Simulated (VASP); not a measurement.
Given:

```
Ba
1.0
   -2.54043     2.54043     2.54043
    2.54043    -2.54043     2.54043
    2.54043     2.54043    -2.54043
Ba
1
Direct
  0.00000   0.00000   0.00000
```

Calculation: r2SCAN meta-GGA, VASP's PBE PAW potentials (set 64) (plane waves; VASP). Numerical set-up: 520 eV cut-off, 10×10×10 Γ-centred mesh, first-order Methfessel-Paxton smearing of 0.10 eV, potentials Ba_sv.

Unless said otherwise, spin-orbit coupling is left out, though it shifts the bands of the heavy elements here.

Question: What does the run give for the energy per atom (σ→0), band gap (on the k-mesh) with the smallest direct gap where there is one?

Answer: 
The band gap (on the k-mesh) is none (metal, semimetal or under 0.01 eV) and the energy per atom (σ→0) is -26431 meV/atom.

The absolute energy has meaning only against runs of the same code, potentials and settings.

The compound is Ba in the bcc structure. It was relaxed first.
